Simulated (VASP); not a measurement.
# Ru under biaxial strain in the (0001) plane

How do stress and energy of Ru follow biaxial strain in the (0001) plane?

Calculated with VASP 6.6.1; r2SCAN; plane waves and PAW (Ru_pv), in the first sound run; inputs show where later runs differ.

Most raw output is cut from this account.

**1. Starting point**

Symmetry: P6_3/mmc, No. 194, hexagonal system. Conventional cell: a = 2.700 Å, b = 2.700 Å, c = 4.277 Å, α = 90.00°, β = 90.00°, γ = 120.00°. Ru has 12 Ru at 2.65 to 2.70 Å nearest.

**2. Relax the crystal, r2SCAN**

The series starts from the cell that this level prefers, so that zero strain is near zero stress.

Level: r2SCAN; plane waves and PAW (Ru_pv).

Input file INCAR:

```
SYSTEM = Ru
PREC = Accurate
ENCUT = 450
EDIFF = 1E-07
NELM = 120
ISMEAR = 1
SIGMA = 0.15
LREAL = .FALSE.
ALGO = Normal
METAGGA = R2SCAN
LASPH = .TRUE.
NBANDS = 20
LORBIT = 11
LWAVE = .FALSE.
LCHARG = .FALSE.
KPAR = 8
IBRION = 2
NSW = 40
ISIF = 3
EDIFFG = -0.005
POTIM = 0.4
```

Input file POSCAR:

```
Ru
1.0
    2.7000000000      0.0000000000      0.0000000000
   -1.3500000000      2.3382685902      0.0000000000
    0.0000000000      0.0000000000      4.2768000000
Ru
2
Direct
    0.0000000000      0.0000000000      0.0000000000
    0.3333333333      0.6666666667      0.5000000000
```

Input file KPOINTS:

```
Automatic mesh
0
Gamma
25 25 14
0 0 0
```

PAW data sets: Ru_pv (PBE family, release 64).

Launch:

```
$ mpirun -np 8 vasp_std
```

Elapsed: 3.7 min, on 8 MPI ranks of AMD EPYC 9R45, shared host; peak memory 2.1 GiB.

Read from the output:

- energy(sigma→0) of the program: -50.8563 eV
- stress, compression positive: xx, yy, zz 0.01, 0.01, 0.02 GPa
- volume: 27.089 Å³
- ionic steps: 5

**3. Strain along the normal, r2SCAN**

One member in full: the plane is strained by -2 %, and the strain along the normal is moved by secant steps until the normal stress is under 0.012 GPa or five steps are spent; the atoms relax at each step.

This step took 4 runs, each at a new trial strain with the atoms of the one before; the last is shown.

Level: r2SCAN; plane waves and PAW (Ru_pv).

INCAR: that of step 2 with these lines changed.

```diff
@@ -15,7 +15,7 @@
 LCHARG = .FALSE.
-KPAR = 8
-IBRION = 2
-NSW = 40
-ISIF = 3
-EDIFFG = -0.005
-POTIM = 0.4
+KPAR = 2
+IBRION = 1
+NSW = 25
+ISIF = 2
+EDIFFG = -0.004
+POTIM = 0.3
```

Input file POSCAR:

```
Ru
1.0
    2.6529779470      0.0000000000      0.0000000000
   -1.3264889740      2.2975462980      0.0000000000
    0.0000000000      0.0000000000      4.3154264730
Ru
2
Direct
    0.0000000000      0.0000000000      0.0000000000
    0.3333333333      0.6666666667      0.5000000000
```

KPOINTS is that of step 2.

Launch:

```
$ mpirun -np 2 vasp_std
```

Wall time 2.4 min (2 MPI ranks); peak memory 0.49 GiB.

This run gave:

```
energy(sigma→0) of the program : -50.8040 eV
stress, compression positive   : xx, yy, zz 15.93, 15.93, 0.00 GPa
ionic steps                    : 1
```

**4. The table**

The other members went through these steps as far as the tables show, with the same cutoff and, step by step, the same mesh; 30 runs are not shown. The session took 3.6 core hours (wall time by ranks) on a shared machine.

```
in-plane strain (%)  strain along the normal (%)  in-plane stress, tension positive (GPa)  energy above the unstrained row, extrapolated to no smearing (meV/atom)
             -2.000                        1.107                                  -15.926                                                                   26.183
             -1.500                        0.836                                  -11.549                                                                   14.560
             -1.000                        0.560                                   -7.460                                                                    6.475
             -0.500                        0.280                                   -3.632                                                                    1.682
                  0                        0.002                                   -0.019                                                                    0.000
              0.500                       -0.271                                    3.394                                                                    1.278
              1.000                       -0.541                                        ?                                                                        ?
              1.500                       -0.812                                    9.635                                                                   12.135
              2.000                       -1.083                                   12.464                                                                   21.420
```

**5. A fit to the known rows**

Fitting a parabola to the 8 known rows (e: strain in %) gives stress = − 0.4303 e² + 7.079 e + 0.001183 in GPa; the residuals are 0.034 GPa r.m.s.

For the withheld row, e = 1, the fit gives 6.649 GPa.

**6. Prediction against calculation**

The calculation gives 6.614 GPa, so the prediction is 0.035 GPa too high, within twice the residual of the fit.

Slopes at zero strain, from cubics through all rows: strain ratio -0.552, stress over strain 702 GPa. For (0001) the ratio is −2C₁₃/C₃₃.

**7. What came out**

* error of the predicted stress: 0.035 GPa
* ratio of normal to in-plane strain: -0.552
* biaxial modulus: 702 GPa

As a check, the curvature of the energy gives 699 GPa for the same modulus (energy per volume = M × strain²), 0 % from the slope of the stress. The energy also has a linear term worth 0.20 GPa that the stress column lacks, a mark of the finite basis or of the smearing. These are static values: temperature and zero-point motion are left out. In a metal the slopes also depend on mesh and smearing, which were held through the series.

[Lines on the potential files, build, host, timing and source positions are cut from VASP's logs without a mark.]

[Logs are printed without paths, hosts, clocks, repeated set-up lines and the standing remarks that a program may print on its own settings, such as how far it seeks lower states.]

[Hosts, paths, dates, database ids (printed as entryN), source tags and the programs' standing remarks are cut or masked in the printed files.]

[In band tables of VASP the shares of atoms and orbitals are scaled to a sum of 1 inside the atoms' spheres.]
